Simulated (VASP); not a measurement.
An input for Ansatz (written as the equivalent of a VASP run, and not itself run):

Ansatz 0.2 input:
```yaml
crystal:
  lattice:
    - [7.1474427, -0.0000000, 0.0000000]
    - [-3.5737219, 6.1898667, 0.0000000]
    - [0.0000000, 0.0000000, 3.3797704]
  atoms:
    - { symbol: Ta, position: [0.2658529, 1.0000000, 0.0000000] }
    - { symbol: Ta, position: [1.0000000, 0.2658529, 0.0000000] }
    - { symbol: Ta, position: [0.7341471, 0.7341471, 0.0000000] }
    - { symbol: Ta, position: [0.5961808, 1.0000000, 0.5000000] }
    - { symbol: Ta, position: [1.0000000, 0.5961808, 0.5000000] }
    - { symbol: Ta, position: [0.4038192, 0.4038192, 0.5000000] }
    - { symbol: Ge, position: [0.0000000, 0.0000000, 0.5000000] }
    - { symbol: Ge, position: [0.3333330, 0.6666670, 0.0000000] }
    - { symbol: Ge, position: [0.6666670, 0.3333330, 0.0000000] }
kpoints:
  mp_grid: { grid: [5, 5, 8] }
hamiltonian:
  xc: pbesol
  pseudopotentials: { kind: paw }
scf:
  occupations: { method: methfessel_paxton, width: 0.1 }
  max_iter: 100
relax:
  max_steps: 60
  f_tol: 0.02
  cell: {}
output: { forces: true, stress: true, eigenvalues: true }
```

Task: Write the VASP files for the same calculation (PBEsol).

Result: One answer among several that fit: 
### POSCAR
```
Ta2Ge
1.0
  7.1474427408  -0.0000000118   0.0000000000
 -3.5737218940   6.1898667117   0.0000000000
  0.0000000000   0.0000000000   3.3797704161
Ta Ge
6 3
Cartesian
 -1.6735536639   6.1898667086   0.0000000000
  6.1973584865   1.6455938741   0.0000000000
  2.6236368709   4.5442728171   0.0000000000
  0.6874463966   6.1898667047   1.6898852080
  5.0168582834   3.6902798143   1.6898852080
  1.4431370137   2.4995868808   1.6898852080
  0.0000000000   0.0000000000   1.6898852080
 -0.0000039228   4.1265798672   0.0000000000
  3.5737247696   2.0632868327   0.0000000000
```

**INCAR**
```
! general
SYSTEM   =  Ta2Ge
PREC     =  Accurate
ENCUT    =  400
LREAL    =  F   ! projection in real space or not
LASPH    =  T

! electronic loop
EDIFF    =  1E-6   ! SCF stop (eV)
NELM     =  100   ! most electronic steps
ALGO     =  Normal   ! blocked Davidson
LMAXMIX  =  6

! smearing
ISMEAR   =  1   ! Methfessel-Paxton
SIGMA    =  0.1   ! width (eV)

! functional
GGA      =  PS

! ions
IBRION   =  2
NSW      =  60
ISIF     =  3   ! ions, shape and volume
EDIFFG   =  -0.02   ! ionic stop

! output
LWAVE    =  F
LCHARG   =  F
```

**KPOINTS**
```
Automatic
0
Gamma
 5 5 8
0 0 0
```

POTCAR, in this order: Ta_pv Ge_d (PBE.64 set). Program: vasp_std.

What does not carry over: each code has its own PAW files, so the cut-off isn't converted (ENCUT is set for VASP's; basis.ecutwfc is left out, and Ansatz then takes the one that its files recommend); Ansatz stops its SCF on the density residual and VASP on the energy change (EDIFF).

The structure was generated: Ta2Ge was put into the Fe2P type (P-62m), which need not be its known phase. This run relaxes it. Symmetry was kept, so distortions that lower it aren't found. The start is the result of an earlier pass.
